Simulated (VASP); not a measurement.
An input for Ansatz (written as the equivalent of a VASP run, and not itself run):

Ansatz 0.2 input:
```yaml
crystal:
  lattice:
    - [1.4750000, -2.5547750, 0.0000000]
    - [1.4750000, 2.5547750, 0.0000000]
    - [0.0000000, 0.0000000, 4.6800000]
  atoms:
    - { symbol: Ti, position: [0.3333330, 0.6666670, 0.2500000] }
    - { symbol: Ti, position: [0.6666670, 0.3333330, 0.7500000] }
kpoints:
  mp_grid: { grid: [13, 13, 7] }
hamiltonian:
  xc: pbe
  pseudopotentials: { kind: paw }
scf:
  occupations: { method: methfessel_paxton, width: 0.1 }
  max_iter: 100
output: { forces: true, stress: true, eigenvalues: true }
```

Translate this input to VASP (INCAR, KPOINTS, POSCAR, choice of POTCAR).

One answer among several that fit: 
File POSCAR:
```
Ti
9.360
  0.1575854701  -0.2729460470   0.0000000000
  0.1575854701   0.2729460470   0.0000000000
  0.0000000000   0.0000000000   0.5000000000
Ti
2
Cartesian
  0.1575854701   0.0909821976   0.1250000000
  0.1575854701  -0.0909821976   0.3750000000
```

KPOINTS:
```
Regular mesh
0
G
  13 13 7
```

**INCAR**
```
! general
SYSTEM =Ti
PREC   =Accurate
ENCUT  =450   ! plane-wave cut-off (eV)
LREAL  =F   ! projection in real space or not
LASPH  =T

! electronic loop
EDIFF  =1E-6
NELM   =100   ! most electronic steps
ALGO   =Normal   ! blocked Davidson
LMAXMIX=4   ! l cut-off of mixed one-centre charges

! smearing
ISMEAR =1
SIGMA  =0.1   ! width (eV)

! functional
GGA    =PE   ! PBE

! ions
ISIF   =2   ! forces and stress, cell fixed

! output
LWAVE  =F
LCHARG =F
```

POTCAR, in this order: Ti_sv (PBE.64 set). Program: vasp_std.

Limits of the translation: each code has its own PAW files, so the cut-off isn't converted (ENCUT is set for VASP's; basis.ecutwfc is left out, and Ansatz then takes the one that its files recommend); Ansatz stops its SCF on the density residual and VASP on the energy change (EDIFF).

The compound is Ti in the hcp structure. The cell was not relaxed at this level. The run is one of a series of settings (ENCUT = 450 against the base run), some of them coarse on purpose.
